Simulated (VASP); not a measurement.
Given:

```xyz
2
Lattice="3.1757 0.0000 0.0000 -1.5878 2.7502 0.0000 0.0000 0.0000 4.7671" Properties=species:S:1:pos:R:3 pbc="T T T"
Mg     3.1757     0.0000     2.3836
Cd     1.5878     0.9167     0.0000
```

Level of theory: PBEsol GGA with spin-orbit coupling, VASP's PBE PAW potentials (set 64) (plane waves; VASP). Run with 400 eV cut-off, 12×12×7 Γ-centred mesh, Gaussian smearing of 0.050 eV, potentials Mg Cd.

**Question.** Give the energies of bands 11 to 21 at the high-symmetry points, in eV from the Fermi level.

**Answer.** 
```csv
band,Γ,M,K,A,L,H
11,-8.34,-2.86,-1.57,-6.94,-1.74,-0.29
12,-8.34,-2.86,-1.56,-6.94,-1.74,-0.28
13,-1.69,-2.72,-0.85,-5.93,-1.48,0.01
14,-1.69,-2.72,-0.77,-5.93,-1.48,0.01
15,-0.23,2.71,-0.68,6.37,-1.18,0.35
16,-0.23,2.71,-0.57,6.37,-1.18,0.49
17,10.45,3.79,4.10,8.40,0.38,0.80
18,10.45,3.79,4.12,8.40,0.38,0.97
19,10.67,4.93,5.27,12.16,7.63,1.13
20,10.67,4.93,5.41,12.16,7.63,1.14
21,12.25,5.19,5.99,12.17,8.43,2.51
```

It has no gap at this level: it comes out as a metal or semimetal.

The structure comes from a computed database's MgCd entry (P-6m2); how it stands against other phases isn't given here. It was relaxed first.
